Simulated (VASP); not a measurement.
VASP runs on Hf (space group P6_3/mmc) share one base input (PBE GGA, plane waves, VASP's PBE PAW potentials (set 64)) and change the settings named in each case.

### KPOINTS
```
K-points
0
Gamma
  12 12 7
0 0 0
```

File POSCAR:
```
Hf
1
    1.5950000000    -2.7626210000     0.0000000000
    1.5950000000     2.7626210000     0.0000000000
    0.0000000000     0.0000000000     5.0500000000
Hf
2
Direct
  0.3333330000   0.6666670000   0.2500000000
  0.6666670000   0.3333330000   0.7500000000
```

INCAR:
```
GGA = PE   ! PBE
ISIF = 2   ! forces and stress, cell fixed
LASPH = .TRUE.   ! aspherical one-centre terms
LWAVE = .FALSE.
PREC = Accurate
ALGO = Normal   ! blocked Davidson
ENCUT = 300   ! plane-wave cut-off (eV)
LCHARG = .FALSE.
LREAL = .FALSE.
LMAXMIX = 6   ! l cut-off of mixed one-centre charges
ISMEAR = -1   ! Fermi-Dirac
SIGMA = 0.1   ! width (eV)
SYSTEM = Hf
NELM = 100   ! most electronic steps
EDIFF = 1E-6   ! SCF stop (eV)
```

POTCAR, in this order: Hf_pv (PBE.64 set). Program: vasp_std.

| change | E(σ→0) (eV/atom) | pressure (GPa) | −TS (eV) |
|---|---|---|---|
| base run | -9.9199 | 0.67 | -0.0559 |
| GGA removed, POTCAR Hf_pv (LDA.64 set) | -10.6600 | … | … |
| GGA_COMPAT = .FALSE., LNONCOLLINEAR = .TRUE., LSORBIT = .TRUE., MAGMOM = 0.0 0.0 0.0 0.0 0.0 0.0, program vasp_ncl | -10.6005 | … | … |
| KPOINTS 1×1×1 Γ-centred mesh | -9.3952 | 47.61 | -0.3655 |

Problem. Some entries are withheld; supply them.

Solution. 
- GGA removed, POTCAR Hf_pv (LDA.64 set), pressure (GPa): -7.34
- GGA removed, POTCAR Hf_pv (LDA.64 set), −TS (eV): -0.0594
- GGA_COMPAT = .FALSE., LNONCOLLINEAR = .TRUE., LSORBIT = .TRUE., MAGMOM = 0.0 0.0 0.0 0.0 0.0 0.0, program vasp_ncl, pressure (GPa): 0.34
- GGA_COMPAT = .FALSE., LNONCOLLINEAR = .TRUE., LSORBIT = .TRUE., MAGMOM = 0.0 0.0 0.0 0.0 0.0 0.0, program vasp_ncl, −TS (eV): -0.0574

Energies of different potentials or functionals have different zeros.  Unless said otherwise, spin-orbit coupling is left out, though it shifts the bands of the heavy elements here. At 300 eV the pressure can carry a Pulay error.

Left out are runs that ran out of time, are held back, or changed the cell or the kind of run, fixed moments of cells without a moment, rows past the twelfth, gaps on odd meshes, pressures of charged cells and columns that move by less than the noise.

The structure is a typed Hf crystal (P6_3/mmc). The cell was not relaxed at this level.
